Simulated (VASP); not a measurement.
A cell of Cu (fcc) near equilibrium:

```xyz
1
Lattice="0.0000 1.7816 1.7816 1.7816 0.0000 1.7816 1.7816 1.7816 0.0000" Properties=species:S:1:pos:R:3 pbc="T T T"
Cu     0.0000     0.0000     0.0000
```

All values below come from PBEsol GGA, VASP's PBE PAW potentials (set 64) (plane waves; VASP).

| run | ΔE (meV/atom) | σxx | σyy | σzz | largest shear component, with its sign (GPa) | largest force (eV/Å) |
|---|---|---|---|---|---|---|
| as it is | 0.0 | 0.53 | 0.53 | 0.53 | 0.00 | 0.000 |
| after one change | 1.3 | 1.98 | 2.42 | 2.42 | 0.00 | 0.000 |
Stress is in GPa, positive when the cell is compressed.

### Question
What was changed between the two runs?
A) uniaxial strain of -1.5 % along x
B) biaxial strain of -0.5 % in the yz plane
C) isotropic strain of +1.5 %
D) isotropic strain of -3.0 %

### Answer
B, biaxial strain of -0.5 % in the yz plane

The compound is Cu in the fcc structure.
